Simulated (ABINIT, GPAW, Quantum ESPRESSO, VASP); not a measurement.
## One structure in several programs: Si2W (I4/mmm, 3 atoms in the cell)

Self-consistent single point.

```
Si2W
1.0
   -1.60736     1.60736     3.90103
    1.60736    -1.60736     3.90103
    1.60736     1.60736    -3.90103
Si W
2 1
Direct
  0.33499   0.33499   0.00000
  0.66501   0.66501   0.00000
  0.00000   0.00000   0.00000
```

Shared settings, as Quantum ESPRESSO writes them: occupations = smearing; smearing = fd; degauss = 0.0036749 Ry; K_POINTS = automatic 3 3 3 0 0 0. Potentials and cutoffs stand in the table.

| code | model | pressure (GPa) | largest force (eV/Å) | cutoff |
|---|---|---|---|---|
| Quantum ESPRESSO | PBE, GBRV 1.5 ultrasoft (PBE) pseudopotentials | 5.44 | 0.545 | 40 Ry |
| GPAW | PBE, GPAW PAW datasets PBE (gpaw-data 1.0.1) | 7.61 | 0.563 | 600 eV |
| ABINIT | PBE, norm-conserving pseudopotentials (PseudoDojo nc-sr-05 PBE standard) | 6.89 | 0.546 | 74 Ry |
| VASP | PBE, VASP's PBE PAW potentials (set 64) | 6.44 | 0.550 | 300 eV |

On Quantum ESPRESSO's run: spin-orbit coupling is off. Spin polarisation is off.

The spread over the programs that give each value: pressure within 2.17 GPa; largest force within 0.018 eV/Å.

In the pressure, Quantum ESPRESSO (by 1.23) lies more than 1 GPa from the median of the plane-wave programs.

On the base mesh (12 12 12 0 0 0) the same programs gave: ABINIT pressure 4.17 GPa; Quantum ESPRESSO pressure 2.71 GPa; GPAW pressure 4.85 GPa; VASP pressure 3.67 GPa.

The values differ from the base mesh's, so the mesh still matters here: the table compares the programs at equal settings.

VASP's run is marked for a possible Pulay error in its stress at this cutoff; no cutoff test was made.

The starting cell comes from a database of computed structures (which also holds hypothetical and non-ambient phases and stackings), without a prior relaxation at this level.

Left out of this page: Ansatz, Elk, FLEUR and SIESTA (not drawn, or without a comparable value).
